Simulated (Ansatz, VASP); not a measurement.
# YVO4 (Wakefieldite-(Y)): VASP beside Ansatz, part 2 of 2

One calculation is typed for both programs; each brings its own data sets. How far apart do they land? The cell is taken from a series of runs on this material, whose earlier steps may have relaxed, scaled, displaced or heated it; both programs get it as it stands.

VASP 6.6.1 and Ansatz 0.2.0.

So far: The starting structure; Ansatz: relaxation of cell and atoms, PBEsol, DFT+U; VASP: relaxation of cell and atoms, PBEsol, DFT+U.

## (3) VASP: relaxation of cell and atoms, PBEsol, DFT+U (continued)

Level of this step: PBEsol, DFT+U (V d 3.25 eV), no spin polarisation; plane waves and PAW (Y_sv, V_sv, O) (VASP).

Numbers of over 12 decimals in the logs are rounded to 6 here.

OUTCAR, selected parts (step 3):

```text
ion  position               nearest neighbor table
   1  0.750  0.250  0.500-   5 2.29  10 2.29   7 2.29  12 2.29  11 2.42   6 2.42   8 2.42   9 2.42
                             4 3.13   4 3.13   2 3.88   2 3.88   2 3.88   2 3.88
   2  0.000  0.000  0.000-   8 2.29   9 2.29   6 2.29  11 2.29   7 2.42  12 2.42   5 2.42  10 2.42
                             3 3.13   3 3.13   1 3.88   1 3.88   1 3.88   1 3.88
   3  0.500  0.500  0.000-   7 1.71  12 1.71  10 1.71   5 1.71   2 3.13   2 3.13
   4  0.250  0.750  0.500-   6 1.71  11 1.71   9 1.71   8 1.71   1 3.13   1 3.13
   5  0.509  0.325  0.185-   3 1.71   1 2.29   2 2.42
   6  0.075  0.390  0.315-   4 1.71   2 2.29   1 2.42
   7  0.140  0.325  0.815-   3 1.71   1 2.29   2 2.42
   8  0.075  0.759  0.685-   4 1.71   2 2.29   1 2.42
   9  0.241  0.925  0.315-   4 1.71   2 2.29   1 2.42
  10  0.675  0.491  0.815-   3 1.71   1 2.29   2 2.42
  11  0.610  0.925  0.685-   4 1.71   2 2.29   1 2.42
  12  0.675  0.860  0.185-   3 1.71   1 2.29   2 2.42

  LATTYP: Found a body centered tetragonal cell.
 ALAT       =     7.1064611966
 C/A-ratio  =     0.8799268024

 Subroutine GETGRP returns: Found 16 space group operations
 (whereof  8 operations were pure point group operations)

The static configuration has the point symmetry D_2d.
 The point group associated with its full space group is D_4h.

 Found     30 irreducible k-points:

   k-points           NKPTS =     30   k-points in BZ     NKDIM =     30   number of bands    NBANDS=     60

   dimension x,y,z NGX =    48 NGY =   48 NGZ =   48
   dimension x,y,z NGXF=    96 NGYF=   96 NGZF=   96

   ENCUT  =  600.0 eV  44.10 Ry    6.64 a.u.  11.82 11.82 11.82*2*pi/ulx,y,z

   NELECT =      96.0000    total number of electrons

 k-points in reciprocal lattice and weights: Automatic mesh
   0.00000000  0.00000000  0.00000000       0.005
   0.16666667  0.00000000  0.00000000       0.037
   0.33333333  0.00000000 -0.00000000       0.037
   0.50000000  0.00000000  0.00000000       0.019
   0.16666667  0.16666667 -0.00000000       0.037
   0.33333333  0.16666667 -0.00000000       0.074
   0.50000000  0.16666667  0.00000000       0.074
  -0.33333333  0.16666667  0.00000000       0.074
  -0.16666667  0.16666667  0.00000000       0.019
[...]
-0.33333333 -0.33333333  0.33333333       0.009
   0.50000000  0.50000000  0.50000000       0.005

atom =   3  type =  2  l = 2

 onsite density matrix

spin component  1

  0.2380  0.0000  0.0000 -0.0000 -0.0000
  0.0000  0.3975 -0.0000 -0.0000  0.0000
  0.0000 -0.0000  0.2326  0.0000  0.0000
 -0.0000 -0.0000  0.0000  0.3975  0.0000
 -0.0000  0.0000  0.0000  0.0000  0.3586

spin component  2

 occupancies and eigenvectors

  o =  0.2326  v =  0.0000 -0.0000  1.0000 -0.0000 -0.0000  0.0000  0.0000  0.0000  0.0000  0.0000      0.0000  0.0000  0.0000  0.0000  0.0000  0.0000  0.0000  0.0000  0.0000  0.0000
  o =  0.2326  v =  0.0000  0.0000  0.0000  0.0000  0.0000  0.0000 -0.0000  1.0000 -0.0000 -0.0000      0.0000  0.0000  0.0000  0.0000  0.0000  0.0000  0.0000  0.0000  0.0000  0.0000
  o =  0.2380  v =  1.0000  0.0000  0.0000  0.0000  0.0000  0.0000  0.0000  0.0000  0.0000  0.0000      0.0000  0.0000  0.0000  0.0000  0.0000  0.0000  0.0000  0.0000  0.0000  0.0000
  o =  0.2380  v =  0.0000  0.0000  0.0000  0.0000  0.0000  1.0000  0.0000  0.0000  0.0000  0.0000      0.0000  0.0000  0.0000  0.0000  0.0000  0.0000  0.0000  0.0000  0.0000  0.0000
  o =  0.3586  v =  0.0000 -0.0000  0.0000  0.0000  1.0000  0.0000  0.0000  0.0000  0.0000  0.0000      0.0000  0.0000  0.0000  0.0000  0.0000  0.0000  0.0000  0.0000  0.0000  0.0000
  o =  0.3586  v =  0.0000  0.0000  0.0000  0.0000  0.0000  0.0000 -0.0000  0.0000  0.0000  1.0000      0.0000  0.0000  0.0000  0.0000  0.0000  0.0000  0.0000  0.0000  0.0000  0.0000
  o =  0.3975  v =  0.0000  0.0000  0.0000  0.0000  0.0000  0.0000 -0.9418 -0.0000  0.3363 -0.0000      0.0000  0.0000  0.0000  0.0000  0.0000  0.0000  0.0000  0.0000  0.0000  0.0000
  o =  0.3975  v =  0.0000 -0.9418 -0.0000  0.3363 -0.0000  0.0000  0.0000  0.0000  0.0000  0.0000      0.0000  0.0000  0.0000  0.0000  0.0000  0.0000  0.0000  0.0000  0.0000  0.0000
  o =  0.3975  v =  0.0000  0.0000  0.0000  0.0000  0.0000  0.0000 -0.3363 -0.0000 -0.9418  0.0000      0.0000  0.0000  0.0000  0.0000  0.0000  0.0000  0.0000  0.0000  0.0000  0.0000
  o =  0.3975  v =  0.0000 -0.3363 -0.0000 -0.9418  0.0000  0.0000  0.0000  0.0000  0.0000  0.0000      0.0000  0.0000  0.0000  0.0000  0.0000  0.0000  0.0000  0.0000  0.0000  0.0000

atom =   4  type =  2  l = 2

 onsite density matrix

spin component  1

  0.2380  0.0000  0.0000 -0.0000  0.0000
  0.0000  0.3975 -0.0000 -0.0000  0.0000
  0.0000 -0.0000  0.2326  0.0000  0.0000
 -0.0000 -0.0000  0.0000  0.3975 -0.0000
  0.0000  0.0000  0.0000 -0.0000  0.3586

spin component  2

 occupancies and eigenvectors

  o =  0.2326  v =  0.0000  0.0000 -1.0000  0.0000  0.0000  0.0000  0.0000  0.0000  0.0000  0.0000      0.0000  0.0000  0.0000  0.0000  0.0000  0.0000  0.0000  0.0000  0.0000  0.0000
  o =  0.2326  v =  0.0000  0.0000  0.0000  0.0000  0.0000  0.0000  0.0000 -1.0000  0.0000  0.0000      0.0000  0.0000  0.0000  0.0000  0.0000  0.0000  0.0000  0.0000  0.0000  0.0000
  o =  0.2380  v =  1.0000  0.0000  0.0000  0.0000  0.0000  0.0000  0.0000  0.0000  0.0000  0.0000      0.0000  0.0000  0.0000  0.0000  0.0000  0.0000  0.0000  0.0000  0.0000  0.0000
  o =  0.2380  v =  0.0000  0.0000  0.0000  0.0000  0.0000  1.0000  0.0000  0.0000  0.0000  0.0000      0.0000  0.0000  0.0000  0.0000  0.0000  0.0000  0.0000  0.0000  0.0000  0.0000
  o =  0.3586  v =  0.0000  0.0000  0.0000 -0.0000  1.0000  0.0000  0.0000  0.0000  0.0000  0.0000      0.0000  0.0000  0.0000  0.0000  0.0000  0.0000  0.0000  0.0000  0.0000  0.0000
  o =  0.3586  v =  0.0000  0.0000  0.0000  0.0000  0.0000  0.0000  0.0000  0.0000 -0.0000  1.0000      0.0000  0.0000  0.0000  0.0000  0.0000  0.0000  0.0000  0.0000  0.0000  0.0000
  o =  0.3975  v =  0.0000  0.0000  0.0000  0.0000  0.0000  0.0000 -0.8181 -0.0000  0.5750  0.0000      0.0000  0.0000  0.0000  0.0000  0.0000  0.0000  0.0000  0.0000  0.0000  0.0000
  o =  0.3975  v =  0.0000 -0.8181 -0.0000  0.5750  0.0000  0.0000  0.0000  0.0000  0.0000  0.0000      0.0000  0.0000  0.0000  0.0000  0.0000  0.0000  0.0000  0.0000  0.0000  0.0000
  o =  0.3975  v =  0.0000 -0.5750 -0.0000 -0.8181 -0.0000  0.0000  0.0000  0.0000  0.0000  0.0000      0.0000  0.0000  0.0000  0.0000  0.0000  0.0000  0.0000  0.0000  0.0000  0.0000
  o =  0.3975  v =  0.0000  0.0000  0.0000  0.0000  0.0000  0.0000 -0.5750 -0.0000 -0.8181 -0.0000      0.0000  0.0000  0.0000  0.0000  0.0000  0.0000  0.0000  0.0000  0.0000  0.0000

 average (electrostatic) potential at core
       1 -36.0374       2 -36.0374       3 -78.8883       4 -78.8883       5 -72.0065
       6 -72.0065       7 -72.0065       8 -72.0065       9 -72.0065      10 -72.0065
      11 -72.0065      12 -72.0065

 E-fermi :   2.8782

 k-point     1 :       0.0000    0.0000    0.0000
  band No.  band energies     occupation
    ...
     44       0.9285      2.00000
     45       0.9285      2.00000
     46       0.9468      2.00000
     47       0.9468      2.00000
     48       1.3347      2.00000
     49       4.4216      0.00000
     50       5.1579      0.00000
     51       5.3241      0.00000
     52       5.3548      0.00000
     53       5.3764      0.00000
    ...

 k-point     2 :       0.1667    0.0000    0.0000
  band No.  band energies     occupation
    ...
     44       0.6984      2.00000
     45       0.8483      2.00000
     46       1.0008      2.00000
     47       1.0570      2.00000
     48       1.3110      2.00000
     49       4.5802      0.00000
     50       5.1695      0.00000
     51       5.3088      0.00000
     52       5.3453      0.00000
     53       5.5283      0.00000
    ...

 k-point     3 :       0.3333    0.0000   -0.0000
  band No.  band energies     occupation
    ...
     44       0.3957      2.00000
     45       0.6886      2.00000
     46       0.7860      2.00000
     47       1.1150      2.00000
     48       1.2595      2.00000
     49       4.9237      0.00000
     50       5.2100      0.00000
     51       5.2831      0.00000
     52       5.3176      0.00000
     53       5.8063      0.00000
    ...

 k-point     4 :       0.5000    0.0000    0.0000
  band No.  band energies     occupation
    ...
     44       0.2713      2.00000
     45       0.4627      2.00000
     46       0.5653      2.00000
     47       1.1823      2.00000
     48       1.1952      2.00000
     49       5.1507      0.00000
     50       5.2315      0.00000
     51       5.2637      0.00000
     52       5.2789      0.00000
     53       5.7298      0.00000
    ...

 k-point     5 :       0.1667    0.1667   -0.0000
  band No.  band energies     occupation
    ...
     44       0.4749      2.00000
     45       0.7145      2.00000
     46       1.0471      2.00000
     47       1.0569      2.00000
     48       1.2737      2.00000
     49       4.8663      0.00000
     50       5.2211      0.00000
     51       5.2765      0.00000
     52       5.3009      0.00000
     53       5.8152      0.00000
    ...

 k-point     6 :       0.3333    0.1667   -0.0000
  band No.  band energies     occupation
    ...
     44       0.2630      2.00000
     45       0.6168      2.00000
     46       0.7603      2.00000
     47       1.0725      2.00000
     48       1.1790      2.00000
     49       5.1662      0.00000
     50       5.2354      0.00000
     51       5.2587      0.00000
     52       5.2756      0.00000
     53       5.7290      0.00000
    ...

  Total        0.0221623      0.0221623     -0.0255174      0.0000000      0.0000000      0.0000000
  in kB        0.2236934      0.2236934     -0.2575570      0.0000000      0.0000000      0.0000000
  external PRESSURE =       0.0632766 kB  Pullay stress =       0.0000000 kB

  energy-cutoff  :      600.00
  volume of cell :      158.74
      direct lattice vectors                 reciprocal lattice vectors
    -3.556543176  3.556543176  3.137307204     0.000000000  0.140585950  0.159372343
     3.556543176 -3.556543176  3.137307204     0.140585950  0.000000000  0.159372343
     3.556543176  3.556543176 -3.137307204     0.140585950  0.140585950  0.000000000

 POSITION                                       TOTAL-FORCE (eV/Angst)
 -----------------------------------------------------------------------------------
     -0.00000      3.55654      1.56865        -0.000000      0.000000     -0.000000
      0.00000      0.00000     -0.00000        -0.000000      0.000000     -0.000000
      0.00000      0.00000      3.13731        -0.000000      0.000000     -0.000000
      3.55654     -0.00000      1.56865        -0.000000      0.000000     -0.000000
     -0.00000      1.31799      2.03092        -0.000000      0.002768     -0.003268
      2.23855     -0.00000      0.46227        -0.002768      0.000000     -0.003268
      3.55654      2.23855     -1.10638        -0.000000     -0.002768     -0.003268
      4.87453     -0.00000      0.46227         0.002768      0.000000     -0.003268
      3.55654     -1.31799      2.67504        -0.000000     -0.002768      0.003268
      2.23855      3.55654      1.10638        -0.002768      0.000000      0.003268
      3.55654      1.31799      2.67504        -0.000000      0.002768      0.003268
      1.31799      0.00000      4.24369         0.002768      0.000000      0.003268
 -----------------------------------------------------------------------------------
    total drift:                                0.000000      0.000000     -0.000000

  FREE ENERGIE OF THE ION-ELECTRON SYSTEM (eV)
  ---------------------------------------------------
  free  energy   TOTEN  =      -104.5293652303 eV

  energy  without entropy=     -104.5293652303  energy(sigma->0) =     -104.52936523

 reached required accuracy - stopping structural energy minimisation

 total charge
# of ion       s       p       d       f       tot
--------------------------------------------------
    1        2.155   6.441   0.929   0.143   9.667
    2        2.155   6.441   0.929   0.143   9.667
    3        2.420   6.464   3.197   0.000  12.081
    4        2.420   6.464   3.197   0.000  12.081
    5        1.569   3.458   0.000   0.000   5.026
    6        1.569   3.458   0.000   0.000   5.026
    7        1.569   3.458   0.000   0.000   5.026
    8        1.569   3.458   0.000   0.000   5.026
    9        1.569   3.458   0.000   0.000   5.026
   10        1.569   3.458   0.000   0.000   5.026
   11        1.569   3.458   0.000   0.000   5.026
   12        1.569   3.458   0.000   0.000   5.026
--------------------------------------------------
tot         21.699  53.471   8.252   0.285  83.708
```

CONTCAR:

```
YVO4
   1.00000000000000
    -3.5565431764795492    3.5565431764795492    3.1373072043972758
     3.5565431764795492   -3.5565431764795492    3.1373072043972758
     3.5565431764795492    3.5565431764795492   -3.1373072043972758
  Y               V               O
     2     2     8
Direct
     0.7500000000000000    0.2500000000000000    0.5000000000000000
     0.0000000000000000    0.0000000000000000    0.0000000000000000
     0.5000000000000000    0.5000000000000000    0.0000000000000000
     0.2500000000000000    0.7500000000000000    0.5000000000000000
     0.5089640963184381    0.3236732676798720    0.1852908285385713
     0.0736732676798721    0.3883824391413008    0.3147091714614287
     0.1383824391413007    0.3236732676798720    0.8147091714614288
     0.0736732676798721    0.7589640963184381    0.6852908285385712
     0.2410359036815620    0.9263267323201281    0.3147091714614287
     0.6763267323201281    0.4910359036815620    0.8147091714614288
     0.6116175608586991    0.9263267323201281    0.6852908285385712
     0.6763267323201281    0.8616175608586991    0.1852908285385713
```

This run has no spin polarisation, so a moment on V, if there is one, isn't seen.

## (4) Side by side

Known differences besides the potentials themselves: U acts on the PAW sphere in VASP and on atomic orbitals in Ansatz, so only states and trends compare; fixed occupations in Ansatz, narrow Gaussian smearing in VASP; the cutoff is 420 eV in Ansatz and 600 eV in VASP; Ansatz makes its cores anew for this functional, VASP keeps those of its PBE data sets. Total energies have different zeros and are not compared.

The two programs side by side:

```
                                         quantity  Ansatz    VASP  difference
                                      volume (Å³)  157.90  158.74     -0.53 %
edge a after relaxation, in the typed setting (Å)   5.918   5.928     -0.16 %
```

## (5) Results

| Property | Result |
| --- | --- |
| difference in volume (relaxation of cell and atoms, PBEsol, DFT+U) | -0.53 % |

What this shows: The difference in volume is -0.53 % (relaxation of cell and atoms, PBEsol, DFT+U). How closely two codes agree says nothing of how well the functional describes the real material.

[Lines on the potential files, build, host, timing and source positions are cut from VASP's logs without a mark.]

[Logs are printed without paths, hosts, clocks, repeated set-up lines and the standing remarks that a program may print on its own settings, such as how far it seeks lower states.]

[Hosts, paths, dates, database ids (printed as entryN), source tags and the programs' standing remarks are cut or masked in the printed files.]
